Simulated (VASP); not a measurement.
The system is BePtC3.

```
CELL_PARAMETERS angstrom
3.60830 0.00000 0.00000
0.00000 3.60830 0.00000
0.00000 0.00000 3.60830
ATOMIC_POSITIONS crystal
Be 0.50000 0.50000 0.50000
Pt 0.00000 0.00000 0.00000
C 0.50000 0.50000 0.00000
C 0.00000 0.50000 0.50000
C 0.50000 0.00000 0.50000
```

The cell was built by a generator and needn't be a form met in nature.

```yaml
Program: VASP 6.6.1
Task: relaxation of cell and atoms
Functional: PBEsol
Potentials_or_basis: VASP PAW PBE potentials, release 64 (Be, Pt, C)
Cutoff: 580 eV
k_mesh: 5 × 5 × 5
Occupations: tetrahedron
Spin: spin-orbit coupling, no magnetisation
```

At the start: pressure -6.1 GPa; volume 9.40 Å³/atom.

**Question.** Where does the relaxation end?

**Answer.** Over 4 steps the energy falls by 5.7 meV/atom and the volume is 9.07 Å³/atom (-3.5 %); space group Pm-3m (No. 221, to 0.05 Å).

The path:
```csv
step,energy change (eV),largest force (eV/Å),pressure (GPa),volume (Å³)
1,0.0000,0.0000,-6.14,46.98
2,-0.0050,0.0000,-5.64,46.83
3,-0.0281,0.0000,0.25,45.29
4,-0.0283,0.0000,-0.01,45.35
```

Final structure:
```
Be Pt C
1.0
     3.56612   -0.00012   -0.00012
    -0.00012    3.56612   -0.00012
    -0.00012   -0.00012    3.56612
Be Pt C
1 1 3
Direct
  0.50000 0.50000 0.50000
  0.00000 0.00000 0.00000
  0.50000 0.50000 0.00000
  0.00000 0.50000 0.50000
  0.50000 0.00000 0.50000
```

Caveat: the PAW data sets were made with another functional, which shifts forces and pressure a little.
